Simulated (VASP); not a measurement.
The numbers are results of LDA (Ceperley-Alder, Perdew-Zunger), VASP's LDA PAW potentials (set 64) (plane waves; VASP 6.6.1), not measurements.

A VASP calculation is set up with these files.

INCAR:
```
SYSTEM  =  In2O3
PREC  =  Accurate; ENCUT  =  240; LREAL  =  Auto
LASPH  =  T
EDIFF  =  1E-6; NELM  =  100; ALGO  =  Normal
LMAXMIX  =  4
ISMEAR  =  -1; SIGMA  =  0.5
ISIF  =  2
LWAVE  =  F; LCHARG  =  F
```

**KPOINTS**
```
Automatic mesh
0
Gamma
6 6 6
0.5 0.5 0.5
```

POSCAR:
```
In2O3
8.8675940
 -0.5773502937   0.5773502937   0.5773502937
  0.5773502937  -0.5773502937   0.5773502937
  0.5773502937   0.5773502937  -0.5773502937
In O
16 24
Cartesian
  0.2886751468   0.2886751468   0.2886751468
 -0.2886751468   0.2886751468   0.2886751468
  0.2886751468   0.2886751468  -0.2886751468
  0.2886751468  -0.2886751468   0.2886751468
  0.5386678240   0.0000000000   0.2886751468
  0.0386824697   0.0000000000   0.8660254405
  0.2886751468   0.5386678240   0.0000000000
  0.8660254405   0.0386824697   0.0000000000
 -0.0000000000   0.2886751468   0.5386678240
 -0.0000000000   0.8660254405   0.0386824697
  0.0386824697   0.5773502937   0.2886751468
  0.5386678240   0.5773502937  -0.2886751468
  0.2886751468   0.0386824697   0.5773502937
 -0.2886751468   0.5386678240   0.5773502937
  0.5773502937   0.2886751468   0.0386824697
  0.5773502937  -0.2886751468   0.5386678240
  0.4509105794   0.1765537198   0.4424812651
  0.7037900080   0.4007965739   0.4424812651
  0.1264397143   0.1765537198   0.7122193223
 -0.1264397143   0.4007965739   0.7122193223
  0.4424812651   0.4509105794   0.1765537198
  0.4424812651   0.7037900080   0.4007965739
  0.7122193223   0.1264397143   0.1765537198
  0.7122193223  -0.1264397143   0.4007965739
  0.1765537198   0.4424812651   0.4509105794
  0.4007965739   0.4424812651   0.7037900080
  0.1765537198   0.7122193223   0.1264397143
  0.4007965739   0.7122193223  -0.1264397143
  0.1264397143   0.4007965739   0.1348690286
 -0.1264397143   0.1765537198   0.1348690286
  0.4509105794   0.4007965739  -0.1348690286
  0.7037900080   0.1765537198  -0.1348690286
  0.1348690286   0.1264397143   0.4007965739
  0.1348690286  -0.1264397143   0.1765537198
 -0.1348690286   0.4509105794   0.4007965739
 -0.1348690286   0.7037900080   0.1765537198
  0.4007965739   0.1348690286   0.1264397143
  0.1765537198   0.1348690286  -0.1264397143
  0.4007965739  -0.1348690286   0.4509105794
  0.1765537198  -0.1348690286   0.7037900080
```

POTCAR, in this order: In_d O (LDA.64 set). Program: vasp_std.

The run wrote:

File OUTCAR:
```
 ion  position               nearest neighbor table
   1  0.500  0.500  0.500-  17 2.22  21 2.22  25 2.22  29 2.22  33 2.22  37 2.22   5 3.39   7 3.39
                             9 3.39  11 3.39  13 3.39  15 3.39  10 3.87   6 3.87  12 3.87  16 3.87
   2  0.500  0.000  0.000-  18 2.22  23 2.22  28 2.22  30 2.22  35 2.22  40 2.22   6 3.39  12 3.39
                            14 3.39  15 3.39   9 3.39   8 3.39  11 3.87   5 3.87  16 3.87  13 3.87
   3  0.000  0.000  0.500-  19 2.22  24 2.22  26 2.22  31 2.22  36 2.22  38 2.22  10 3.39  16 3.39
                            13 3.39   7 3.39   6 3.39  12 3.39  15 3.87   9 3.87  11 3.87   8 3.87
   4  0.000  0.500  0.000-  20 2.22  22 2.22  27 2.22  32 2.22  34 2.22  39 2.22   8 3.39  14 3.39
                             5 3.39  16 3.39  10 3.39  11 3.39  12 3.87   9 3.87  15 3.87   6 3.87
   5  0.250  0.717  0.467-  23 2.15  24 2.15  17 2.22  20 2.22  37 2.23  39 2.23   1 3.39   4 3.39
                            16 3.40  14 3.40  15 3.40  13 3.40   2 3.87   3 3.87  10 3.89   7 3.89
   6  0.750  0.783  0.033-  21 2.15  22 2.15  18 2.22  19 2.22  38 2.23  40 2.23   2 3.39   3 3.39
                            13 3.40  14 3.40  16 3.40  15 3.40   1 3.87   4 3.87   7 3.89   8 3.89
   7  0.467  0.250  0.717-  27 2.15  28 2.15  21 2.22  24 2.22  29 2.23  31 2.23   1 3.39   3 3.39
                            12 3.40  15 3.40  16 3.40  11 3.40   2 3.87   4 3.87   6 3.89  10 3.89
   8  0.033  0.750  0.783-  25 2.15  26 2.15  22 2.22  23 2.22  30 2.23  32 2.23   4 3.39   2 3.39
                            15 3.40  12 3.40  16 3.40  11 3.40   3 3.87   1 3.87   9 3.89   5 3.89
   9  0.717  0.467  0.250-  19 2.15  20 2.15  28 2.22  25 2.22  33 2.23  35 2.23   1 3.39   2 3.39
                            14 3.40  13 3.40  11 3.40  12 3.40   3 3.87   4 3.87   8 3.89   5 3.89
  10  0.783  0.033  0.750-  17 2.15  18 2.15  26 2.22  27 2.22  34 2.23  36 2.23   3 3.39   4 3.39
                            13 3.40  14 3.40  11 3.40  12 3.40   1 3.87   2 3.87   7 3.89   5 3.89
  11  0.750  0.283  0.533-  35 2.15  36 2.15  29 2.22  32 2.22  25 2.23  27 2.23   1 3.39   4 3.39
                            10 3.40   8 3.40   9 3.40   7 3.40   2 3.87   3 3.87  16 3.89  15 3.89
  12  0.250  0.217  0.967-  33 2.15  34 2.15  30 2.22  31 2.22  26 2.23  28 2.23   2 3.39   3 3.39
                             7 3.40   8 3.40  10 3.40   9 3.40   1 3.87   4 3.87  13 3.89  14 3.89
  13  0.533  0.750  0.283-  39 2.15  40 2.15  33 2.22  36 2.22  17 2.23  19 2.23   1 3.39   3 3.39
                             6 3.40   9 3.40  10 3.40   5 3.40   2 3.87   4 3.87  12 3.89  16 3.89
  14  0.967  0.250  0.217-  37 2.15  38 2.15  34 2.22  35 2.22  18 2.23  20 2.23   4 3.39   2 3.39
                             9 3.40   6 3.40  10 3.40   5 3.40   3 3.87   1 3.87  15 3.89  11 3.89
  15  0.283  0.533  0.750-  31 2.15  32 2.15  40 2.22  37 2.22  21 2.23  23 2.23   1 3.39   2 3.39
                             8 3.40   7 3.40   5 3.40   6 3.40   3 3.87   4 3.87  14 3.89  13 3.89
  16  0.217  0.967  0.250-  29 2.15  30 2.15  38 2.22  39 2.22  22 2.23  24 2.23   3 3.39   4 3.39
                             7 3.40   8 3.40   5 3.40   6 3.40   1 3.87   2 3.87  11 3.89  13 3.89
  17  0.536  0.774  0.543-  10 2.15   5 2.22   1 2.22  13 2.23
  18  0.730  0.993  0.957-  10 2.15   6 2.22   2 2.22  14 2.23
  19  0.770  0.726  0.262-   9 2.15   6 2.22   3 2.22  13 2.23
  20  0.964  0.507  0.238-   9 2.15   5 2.22   4 2.22  14 2.23
  21  0.543  0.536  0.774-   6 2.15   7 2.22   1 2.22  15 2.23
  22  0.957  0.730  0.993-   6 2.15   8 2.22   4 2.22  16 2.23
  23  0.262  0.770  0.726-   5 2.15   8 2.22   2 2.22  15 2.23
  24  0.238  0.964  0.507-   5 2.15   7 2.22   3 2.22  16 2.23
  25  0.774  0.543  0.536-   8 2.15   9 2.22   1 2.22  11 2.23
  26  0.993  0.957  0.730-   8 2.15  10 2.22   3 2.22  12 2.23
  27  0.726  0.262  0.770-   7 2.15  10 2.22   4 2.22  11 2.23
  28  0.507  0.238  0.964-   7 2.15   9 2.22   2 2.22  12 2.23
  29  0.464  0.226  0.457-  16 2.15  11 2.22   1 2.22   7 2.23
  30  0.270  0.007  0.043-  16 2.15  12 2.22   2 2.22   8 2.23
  31  0.230  0.274  0.738-  15 2.15  12 2.22   3 2.22   7 2.23
  32  0.036  0.493  0.762-  15 2.15  11 2.22   4 2.22   8 2.23
  33  0.457  0.464  0.226-  12 2.15  13 2.22   1 2.22   9 2.23
  34  0.043  0.270  0.007-  12 2.15  14 2.22   4 2.22  10 2.23
  35  0.738  0.230  0.274-  11 2.15  14 2.22   2 2.22   9 2.23
  36  0.762  0.036  0.493-  11 2.15  13 2.22   3 2.22  10 2.23
  37  0.226  0.457  0.464-  14 2.15  15 2.22   1 2.22   5 2.23
  38  0.007  0.043  0.270-  14 2.15  16 2.22   3 2.22   6 2.23
  39  0.274  0.738  0.230-  13 2.15  16 2.22   4 2.22   5 2.23
  40  0.493  0.762  0.036-  13 2.15  15 2.22   2 2.22   6 2.23
  LATTYP: Found a body centered cubic cell.
 ALAT       =    10.2394160000
 Subroutine PRICEL returns:
 Original cell was already a primitive cell.
 Subroutine GETGRP returns: Found 24 space group operations
The static configuration has the point symmetry S_6 .
 The point group associated with its full space group is T_h .
The dynamic configuration has the point symmetry S_6 .
 Subroutine INISYM returns: Found 24 space group operations
 Subroutine IBZKPT returns following result:
 Found     17 irreducible k-points:

 Following reciprocal coordinates:
            Coordinates               Weight
  0.083333  0.083333  0.083333      8.000000
  0.250000  0.083333  0.083333     24.000000
  0.416667  0.083333  0.083333     12.000000
 -0.083333  0.083333  0.083333      6.000000
...
```

File OSZICAR:
```
       N       E                     dE             d eps       ncg     rms          rms(c)
DAV:   1     0.393119220943E+04    0.39312E+04   -0.97511E+04  7241   0.135E+03
DAV:   2     0.500788862558E+03   -0.34304E+04   -0.32897E+04  7630   0.441E+02
DAV:   3    -0.225011812071E+03   -0.72580E+03   -0.69744E+03  7857   0.215E+02
DAV:   4    -0.285346466508E+03   -0.60335E+02   -0.59242E+02  9092   0.623E+01
DAV:   5    -0.286853202209E+03   -0.15067E+01   -0.14978E+01  8732   0.974E+00    0.382E+01
DAV:   6    -0.267171008152E+03    0.19682E+02   -0.41452E+01 10196   0.331E+01    0.259E+01
DAV:   7    -0.264837447803E+03    0.23336E+01   -0.53655E+00  9044   0.571E+00    0.838E+00
DAV:   8    -0.264169047027E+03    0.66840E+00   -0.48435E-01  9060   0.249E+00    0.393E+00
DAV:   9    -0.264009302917E+03    0.15974E+00   -0.10751E-01  9564   0.171E+00    0.953E-01
DAV:  10    -0.264010674269E+03   -0.13714E-02   -0.17061E-02 10076   0.660E-01    0.612E-01
DAV:  11    -0.264010967415E+03   -0.29315E-03   -0.21030E-03 10284   0.181E-01    0.621E-02
DAV:  12    -0.264010981568E+03   -0.14154E-04   -0.30552E-04  8324   0.977E-02    0.489E-02
DAV:  13    -0.264010982534E+03   -0.96532E-06   -0.18214E-05  9364   0.148E-02    0.910E-03
DAV:  14    -0.264010982478E+03    0.55436E-07   -0.13407E-06  4500   0.104E-02
   1 F= -.26401098E+03 E0= -.26285277E+03  d E =-.231642E+01
```

### OUTCAR
```
------------------------ aborting loop because EDIFF is reached ----------------------------------------
  FORCE on cell =-STRESS in cart. coord.  units (eV):
  Direction    XX          YY          ZZ          XY          YZ          ZX
  --------------------------------------------------------------------------------------
  Total     -301.1540874   -301.1540874   -301.1540874     -0.0000000      0.0000000      0.0000000
  in kB     -898.8842634   -898.8842634   -898.8842634     -0.0000000      0.0000000      0.0000000
  external PRESSURE =    -898.8842634 kB  Pullay stress =       0.0000000 kB
  volume of cell :      536.78
      direct lattice vectors                 reciprocal lattice vectors
    -5.119708000  5.119708000  5.119708000     0.000000000  0.097661820  0.097661820
     5.119708000 -5.119708000  5.119708000     0.097661820  0.000000000  0.097661820
     5.119708000  5.119708000 -5.119708000     0.097661820  0.097661820  0.000000000
 POSITION                                       TOTAL-FORCE (eV/Angst)
 -----------------------------------------------------------------------------------
      2.55985      2.55985      2.55985         0.000000      0.000000     -0.000000
     -2.55985      2.55985      2.55985         0.000000      0.000000     -0.000000
      2.55985      2.55985     -2.55985         0.000000      0.000000      0.000000
      2.55985     -2.55985      2.55985         0.000000      0.000000      0.000000
      4.77669      0.00000      2.55985         0.066075      0.000000      0.000000
      0.34302      0.00000      7.67956        -0.066075      0.000000     -0.000000
      2.55985      4.77669      0.00000         0.000000      0.066075     -0.000000
      7.67956      0.34302      0.00000         0.000000     -0.066075      0.000000
      0.00000      2.55985      4.77669         0.000000      0.000000      0.066075
      0.00000      7.67956      0.34302         0.000000      0.000000     -0.066075
      0.34302      5.11971      2.55985        -0.066075      0.000000     -0.000000
      4.77669      5.11971     -2.55985         0.066075      0.000000      0.000000
      2.55985      0.34302      5.11971         0.000000     -0.066075      0.000000
     -2.55985      4.77669      5.11971         0.000000      0.066075     -0.000000
      5.11971      2.55985      0.34302         0.000000      0.000000     -0.066075
      5.11971     -2.55985      4.77669         0.000000      0.000000      0.066075
      3.99849      1.56561      3.92374        -0.246444     -0.048713     -0.125254
      6.24092      3.55410      3.92374         0.246444      0.048713     -0.125254
      1.12122      1.56561      6.31567         0.246444     -0.048713      0.125254
     -1.12122      3.55410      6.31567        -0.246444      0.048713      0.125254
      3.92374      3.99849      1.56561        -0.125254     -0.246444     -0.048713
      3.92374      6.24092      3.55410        -0.125254      0.246444      0.048713
      6.31567      1.12122      1.56561         0.125254      0.246444     -0.048713
      6.31567     -1.12122      3.55410         0.125254     -0.246444      0.048713
      1.56561      3.92374      3.99849        -0.048713     -0.125254     -0.246444
      3.55410      3.92374      6.24092         0.048713     -0.125254      0.246444
      1.56561      6.31567      1.12122        -0.048713      0.125254      0.246444
      3.55410      6.31567     -1.12122         0.048713      0.125254     -0.246444
      1.12122      3.55410      1.19596         0.246444      0.048713      0.125254
     -1.12122      1.56561      1.19596        -0.246444     -0.048713      0.125254
      3.99849      3.55410     -1.19596        -0.246444      0.048713     -0.125254
      6.24092      1.56561     -1.19596         0.246444     -0.048713     -0.125254
      1.19596      1.12122      3.55410         0.125254      0.246444      0.048713
      1.19596     -1.12122      1.56561         0.125254     -0.246444     -0.048713
     -1.19596      3.99849      3.55410        -0.125254     -0.246444      0.048713
     -1.19596      6.24092      1.56561        -0.125254      0.246444     -0.048713
      3.55410      1.19596      1.12122         0.048713      0.125254      0.246444
      1.56561      1.19596     -1.12122        -0.048713      0.125254     -0.246444
      3.55410     -1.19596      3.99849         0.048713     -0.125254     -0.246444
      1.56561     -1.19596      6.24092        -0.048713     -0.125254      0.246444
 -----------------------------------------------------------------------------------
    total drift:                               -0.000000      0.000000     -0.000000
  FREE ENERGIE OF THE ION-ELECTRON SYSTEM (eV)
  ---------------------------------------------------
  free  energy   TOTEN  =      -264.0109824781 eV

  energy  without entropy=     -261.6945662675  energy(sigma->0) =     -262.85277437
```
(Selected blocks of OUTCAR.)

At this cut-off the stress carries a Pulay error, which pulls relaxed volumes low.

The structure was generated: In2O3 was put into an ordered model structure, a phase also known from measurement. The cell was not relaxed at this level. The run is one of a series of settings (ENCUT = 240, GGA removed, ISMEAR = -1, SIGMA = 0.5, KPOINTS 6×6×6 Γ-centred mesh shifted by (0.5, 0.5, 0.5), POTCAR In_d O (LDA.64 set) against the base run), some of them coarse on purpose.
